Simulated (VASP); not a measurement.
Here is the system:

```
HgO
1.0
    3.33696     0.00000     0.00000
   -1.66848     2.88989     0.00000
    0.00000     0.00000     5.83381
Hg O
2 2
Direct
  0.00000   0.00000   0.00000
  0.00000   0.00000   0.50000
  0.33333   0.66667   0.25000
  0.66667   0.33333   0.75000
```

These are LDA (Ceperley-Alder, Perdew-Zunger), VASP's LDA PAW potentials (set 64) (plane waves; VASP 6.6.1) values and carry that method's errors. Settings: 520 eV cut-off, 12×12×6 Γ-centred mesh, tetrahedra with Blöchl corrections, potentials Hg O.

Unless said otherwise, spin-orbit coupling is left out, though it shifts the bands of the heavy elements here.

Predict the energy per atom (σ→0), band gap (on the k-mesh) with the smallest direct gap where there is one.

| Item | Value |
|---|---|
| band gap (on the k-mesh) | none (metal, semimetal or under 0.01 eV) |
| energy per atom (σ→0) | -3468 meV/atom |

The absolute energy has meaning only against runs of the same code, potentials and settings.

The structure was generated: HgO was put into the NiAs type (P6_3/mmc), which need not be its known phase. It was relaxed first, which changed the volume by +19 %.
